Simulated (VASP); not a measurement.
Method: PBEsol GGA, VASP's PBE PAW potentials (set 64) (plane waves; VASP).

VASP ran on this input.

KPOINTS:
```
kpoints
0
Gamma
  7 7 2
```

POSCAR:
```
Be4SSe3
1
    0.0000000000     2.5326905502     2.5326905502
    2.5326905502     0.0000000000     2.5326905502
   10.1137528543    10.1137528543     0.0170093464
Be Se S
4 3 1
Direct
  0.0108761022   0.0108761022   0.9918429233
  0.0031882974   0.0031882974   0.2476087769
  0.9968709951   0.9968709951   0.5023467537
  0.9889188060   0.9889188060   0.7583108955
  0.2564523434   0.2564523434   0.0576607425
  0.2502628862   0.2502628862   0.3123028353
  0.2433250672   0.2433250672   0.5675061996
  0.2501055025   0.2501055025   0.8124208731
```

### INCAR
```
! general
SYSTEM   =  Be4SSe3
PREC     =  Accurate
ENCUT    =  400   ! plane-wave cut-off (eV)
LREAL    =  .FALSE.   ! projection in real space or not
LASPH    =  .TRUE.   ! aspherical one-centre terms

! electronic loop
EDIFF    =  1E-6   ! SCF stop (eV)
NELM     =  100   ! most electronic steps
ALGO     =  Normal
LMAXMIX  =  4   ! l cut-off of mixed one-centre charges

! smearing
ISMEAR   =  0
SIGMA    =  0.05   ! width (eV)

! functional
GGA      =  PS   ! PBEsol

! ions
IBRION   =  2   ! conjugate gradients
NSW      =  60   ! most ionic steps
ISIF     =  3
EDIFFG   =  -0.02

! output
LWAVE    =  .FALSE.
LCHARG   =  .FALSE.
```

POTCAR, in this order: Be Se S (PBE.64 set). Program: vasp_std.

Question: What does the run give for the energy per atom (σ→0), volume per atom?

Answer: 
The energy per atom (σ→0) is -4.850 eV/atom and the volume per atom is 16.23 Å³/atom.

### OSZICAR
```
...
       N       E                     dE             d eps       ncg     rms          rms(c)
DAV:   1    -0.388016723440E+02   -0.48712E-03   -0.11911E-02  1524   0.568E-01    0.866E-02
DAV:   2    -0.388014742722E+02    0.19807E-03   -0.57392E-04  1654   0.148E-01    0.425E-02
DAV:   3    -0.388014051288E+02    0.69143E-04   -0.19540E-04  1654   0.685E-02    0.168E-02
DAV:   4    -0.388014017737E+02    0.33551E-05   -0.10820E-05  1665   0.204E-02    0.120E-02
DAV:   5    -0.388013986306E+02    0.31431E-05   -0.38202E-06  1608   0.116E-02    0.304E-03
DAV:   6    -0.388013984807E+02    0.14992E-06   -0.62016E-07   992   0.458E-03
   2 F= -.38801398E+02 E0= -.38801398E+02  d E =-.212596E-03
```

The structure was generated: Be4SSe3 was put into an ordered model structure (R3m), which need not be its known phase. This run relaxes it. Symmetry was kept, so distortions that lower it aren't found. The start is the result of an earlier pass.
